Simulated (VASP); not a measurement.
Input:

```
CELL_PARAMETERS angstrom
      0.00000     1.97943     1.97943
      1.97943     0.00000     1.97943
      1.97943     1.97943     0.00000
ATOMIC_POSITIONS crystal
  Li 0.00000 0.00000 0.00000
  H  0.50000 0.50000 0.50000
```

Method: AM05 GGA, VASP's PBE PAW potentials (set 64) (plane waves; VASP 6.6.1). Run with 520 eV cut-off, 11×11×11 Γ-centred mesh, Gaussian smearing of 0.050 eV, potentials Li_sv H.

Q: Give the stress tensor in GPa (positive for a compressed cell).

A: 
```
1.08  0.00  0.00
0.00  1.08  0.00
0.00  0.00  1.08
```
The pressure is its mean diagonal, 1.08 GPa.

The compound is LiH in the rock salt structure. This cell is one point of a volume scan, at 0.97 of the reference volume.
